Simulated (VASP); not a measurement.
Output of a VASP run:

File OSZICAR:
```
       N       E                     dE             d eps       ncg     rms          rms(c)
DAV:   1     0.198993510091E+03    0.19899E+03   -0.16106E+04  8122   0.168E+03
DAV:   2    -0.568128735182E+01   -0.20467E+03   -0.20241E+03 11124   0.428E+02
DAV:   3    -0.158564246022E+02   -0.10175E+02   -0.10007E+02 10751   0.899E+01
DAV:   4    -0.160835291813E+02   -0.22710E+00   -0.22426E+00 10353   0.123E+01
DAV:   5    -0.160911376542E+02   -0.76085E-02   -0.76049E-02 11809   0.229E+00    0.154E+01
DAV:   6    -0.154829823316E+02    0.60816E+00   -0.56870E+00 10183   0.451E+01    0.887E+00
DAV:   7    -0.154441931041E+02    0.38789E-01   -0.79217E-01 10065   0.148E+01    0.390E+00
DAV:   8    -0.154331967872E+02    0.10996E-01   -0.57554E-02 10568   0.310E+00    0.315E-01
DAV:   9    -0.154331573293E+02    0.39458E-04   -0.10191E-02 12450   0.969E-01    0.209E-01
DAV:  10    -0.154331264163E+02    0.30913E-04   -0.89320E-04 10272   0.224E-01    0.813E-02
DAV:  11    -0.154331259272E+02    0.48916E-06   -0.84812E-05 13376   0.116E-01    0.711E-02
DAV:  12    -0.154331252347E+02    0.69248E-06   -0.77820E-06  9866   0.286E-02    0.255E-02
DAV:  13    -0.154331245102E+02    0.72455E-06   -0.50825E-06 10777   0.162E-02    0.717E-03
DAV:  14    -0.154331245116E+02   -0.14325E-08   -0.53827E-07  9845   0.544E-03
   1 F= -.15433125E+02 E0= -.15433419E+02  d E =0.884461E-03
```

File OUTCAR:
```
------------------------ aborting loop because EDIFF is reached ----------------------------------------
  FORCE on cell =-STRESS in cart. coord.  units (eV):
  Direction    XX          YY          ZZ          XY          YZ          ZX
  --------------------------------------------------------------------------------------
  Total       -1.0127317     -3.0666255     -2.5158096     -0.0000000      0.0000000      0.0000000
  in kB      -16.2180127    -49.1093266    -40.2884919     -0.0000000      0.0000000      0.0000000
  external PRESSURE =     -35.2052771 kB  Pullay stress =       0.0000000 kB
  volume of cell :      100.05
      direct lattice vectors                 reciprocal lattice vectors
    -2.055637994  2.117307134  5.746677961     0.000000000  0.236149018  0.087006790
     2.055637994 -2.117307134  5.746677961     0.243233488  0.000000000  0.087006790
     2.055637994  2.117307134 -5.746677961     0.243233488  0.236149018  0.000000000
 POSITION                                       TOTAL-FORCE (eV/Angst)
 -----------------------------------------------------------------------------------
      0.00000      0.00000      0.00000         0.000000      0.000000      0.000000
     -0.00000      2.11731      2.87334        -0.000000      0.000000      0.076087
      2.05564      0.00000      2.87334         0.000000     -0.000000     -0.076087
      0.00000      0.00000      7.00373        -0.000000      0.000000     -0.037981
      0.00000      0.00000      4.48962         0.000000     -0.000000      0.037981
 -----------------------------------------------------------------------------------
    total drift:                               -0.000000      0.000000      0.000000
  FREE ENERGIE OF THE ION-ELECTRON SYSTEM (eV)
  ---------------------------------------------------
  free  energy   TOTEN  =       -15.4331245116 eV

  energy  without entropy=      -15.4340089725  energy(sigma->0) =      -15.43341933
```
(Selected blocks of OUTCAR.)

File POSCAR:
```
Eu(AlZn)2
1
   -2.0556379944     2.1173071342     5.7466779611
    2.0556379944    -2.1173071342     5.7466779611
    2.0556379944     2.1173071342    -5.7466779611
Eu Al Zn
1 2 2
Direct
  0.0000000000   0.0000000000   0.0000000000
  0.7500000000   0.2500000000   0.5000000000
  0.2500000000   0.7500000000   0.5000000000
  0.6093724234   0.6093724234   0.0000000000
  0.3906275766   0.3906275766   1.0000000000
```

Task: Write an INCAR and KPOINTS that could have produced this output.

Result: One answer among several that fit: the input of the run itself, PBEsol GGA, plane waves, VASP's PBE PAW potentials (set 64).

File KPOINTS:
```
K-points
0
G
  10 10 10
0 0 0
```

**INCAR**
```
! general
SYSTEM  = Eu(AlZn)2
PREC    = Accurate
ENCUT   = 480
LREAL   = .False.   ! projection in real space or not
LASPH   = .True.   ! aspherical one-centre terms

! electronic loop
EDIFF   = 1E-7   ! SCF stop (eV)
NELM    = 100   ! most electronic steps
ALGO    = Normal   ! blocked Davidson
LMAXMIX = 6   ! l cut-off of mixed one-centre charges

! smearing
ISMEAR  = 1   ! Methfessel-Paxton
SIGMA   = 0.1   ! width (eV)

! functional
GGA     = PS   ! PBEsol

! ions
ISIF    = 2

! output
LWAVE   = .False.
LCHARG  = .False.
```

POTCAR, in this order: Eu_2 Al Zn (PBE.64 set). Program: vasp_std.

The 4f electrons are frozen in the core of the lanthanide potential, so 4f levels, which can set the real gap, and their magnetism are missing.

The structure comes from a computed database's Al2EuZn2 entry (I4/mmm); how it stands against other phases isn't given here. This cell was strained or had an atom moved on purpose.
